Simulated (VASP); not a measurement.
```
CELL_PARAMETERS angstrom
      0.00000     2.46954     2.46954
      2.46954     0.00000     2.46954
      2.46954     2.46954     0.00000
ATOMIC_POSITIONS crystal
  Gd 0.00000 0.00000 0.00000
  N  0.50000 0.50000 0.50000
```

Computed with PBE GGA with D3 dispersion (zero damping), VASP's PBE PAW potentials (set 64) (plane waves; VASP). Numerical set-up: 520 eV cut-off, 14×14×14 Γ-centred mesh, tetrahedra with Blöchl corrections, potentials Gd_3 N.

The 4f electrons are frozen in the core of the lanthanide potential, so 4f levels, which can set the real gap, and their magnetism are missing.

Q: What does the run give for the energy per atom (σ→0), band gap (on the k-mesh) with the smallest direct gap where there is one?

A: 
- band gap (on the k-mesh) = none (metal, semimetal or under 0.01 eV)
- energy per atom (σ→0) = -8.377 eV/atom

The absolute energy has meaning only against runs of the same code, potentials and settings.

The compound is GdN in the rock salt structure. It was relaxed first.
